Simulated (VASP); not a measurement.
```xyz
2
Lattice="0.0000 2.1900 2.1900 2.1900 0.0000 2.1900 2.1900 2.1900 0.0000" Properties=species:S:1:pos:R:3 pbc="T T T"
Al     0.0000     0.0000     0.0000
N      1.0950     1.0950     1.0950
```

Computed with G0W0 on PBE orbitals, VASP's PBE PAW potentials (set 64) (plane waves; VASP 6.6.1). Run with PREC = Normal, 500 eV cut-off, 4×4×4 Γ-centred mesh, Gaussian smearing of 0.010 eV, potentials Al_GW N_GW_new.

The mesh is coarse and the basis finite, so the quasiparticle values are not converged.

NBANDS = 320, ENCUTGW = 300 eV, NOMEGA = 64. The PBE levels (eV) that the step starts from are:

```
state                          KS energy  filling
-----------------------------  ---------  -------
k1 (0.00, 0.00, 0.00), band 1      -9.34        2
k1 (0.00, 0.00, 0.00), band 2       5.61        2
k1 (0.00, 0.00, 0.00), band 3       5.61        2
k1 (0.00, 0.00, 0.00), band 4       5.61        2
k1 (0.00, 0.00, 0.00), band 5       9.71        0
k1 (0.00, 0.00, 0.00), band 6      18.04        0
k1 (0.00, 0.00, 0.00), band 7      18.04        0
k1 (0.00, 0.00, 0.00), band 8      18.04        0
k7 (0.50, 0.50, 0.00), band 1      -6.68        2
k7 (0.50, 0.50, 0.00), band 2       0.71        2
k7 (0.50, 0.50, 0.00), band 3       3.83        2
k7 (0.50, 0.50, 0.00), band 4       3.83        2
k7 (0.50, 0.50, 0.00), band 5       8.89        0
k7 (0.50, 0.50, 0.00), band 6      14.14        0
k7 (0.50, 0.50, 0.00), band 7      19.45        0
k7 (0.50, 0.50, 0.00), band 8      21.21        0
```

Give the quasiparticle energies and renormalisation factors Z.

```
state                          QP energy (eV)     Z
-----------------------------  --------------  ----
k1 (0.00, 0.00, 0.00), band 1          -10.96  0.70
k1 (0.00, 0.00, 0.00), band 2            4.37  0.77
k1 (0.00, 0.00, 0.00), band 3            4.37  0.77
k1 (0.00, 0.00, 0.00), band 4            4.37  0.77
k1 (0.00, 0.00, 0.00), band 5           10.20  0.80
k1 (0.00, 0.00, 0.00), band 6           18.85  0.80
k1 (0.00, 0.00, 0.00), band 7           18.85  0.80
k1 (0.00, 0.00, 0.00), band 8           18.85  0.80
k7 (0.50, 0.50, 0.00), band 1           -8.25  0.71
k7 (0.50, 0.50, 0.00), band 2           -0.69  0.73
k7 (0.50, 0.50, 0.00), band 3            2.46  0.76
k7 (0.50, 0.50, 0.00), band 4            2.46  0.76
k7 (0.50, 0.50, 0.00), band 5            9.22  0.82
k7 (0.50, 0.50, 0.00), band 6           14.75  0.82
k7 (0.50, 0.50, 0.00), band 7           20.35  0.74
k7 (0.50, 0.50, 0.00), band 8           21.92  0.73
```
On the mesh the gap opens from 3.28 to 4.86 eV.

The compound is AlN in the zinc blende structure, a metastable form; wurtzite is the usual one. The cell was not relaxed at this level. The k-mesh is coarse (spacing up to 0.62 per Å, 2π included), so the numbers may not be converged in it.
